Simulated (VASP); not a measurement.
Runs of VASP 6.6.1 on SiC3. The structure is trigonal, space group R3m (No. 160). The conventional cell has a = 2.854 Å, b = 2.854 Å, c = 13.981 Å, α = 90.00°, β = 90.00°, γ = 120.00°. C (site symmetry 3m) has 3 Si at 1.75 Å and 1 C at 1.75 Å as nearest neighbours. C (site symmetry 3m) is surrounded by 3 C at 1.75 Å and 1 Si at 1.75 Å. C (site symmetry 3m) is surrounded by 4 C at 1.75 Å. Si (site symmetry 3m) has 4 C at 1.75 Å as nearest neighbours. The cell comes from a database or a generator and needn't be the stable form of this composition.

| task | level | cell | k mesh | cutoff (eV) | mesh quality | gap on the mesh (eV) | pressure (GPa) | relaxed volume (Å³/atom) | largest force (eV/Å) |
| --- | --- | --- | --- | --- | --- | --- | --- | --- | --- |
| relaxation of cell and atoms | PBE | relaxed | 10 × 10 × 10 | 600 | not flagged | 1.51 | 0.1 | 8.18 | 0.01 |
| relaxation of cell and atoms | r2SCAN | relaxed | 10 × 10 × 10 | 600 | not flagged | 1.90 | 0.0 | 8.10 | 0.01 |
| band structure | PBEsol | as given | 10 × 10 × 10 | 520 | not flagged | (b) | - | - | - |
| relaxation of cell and atoms | PBEsol | relaxed | 3 × 3 × 3 | 600 | coarse | 1.81 | 0.0 | (a) | 0.01 |

Alike in all rows: potentials or basis VASP PAW PBE potentials, release 64 (C, Si); no spin polarisation; smearing gaussian 0.02 eV.

Task: Estimate the missing entries.

Result: (a) 8.11; (b) 2.05.

Caveats: some runs use coarse meshes; the PAW data sets were made with another functional, which shifts forces and pressure a little (some runs); an odd mesh through Γ misses points on the zone boundary, where band edges often lie (some runs).

Not every run made on this cell is shown here.
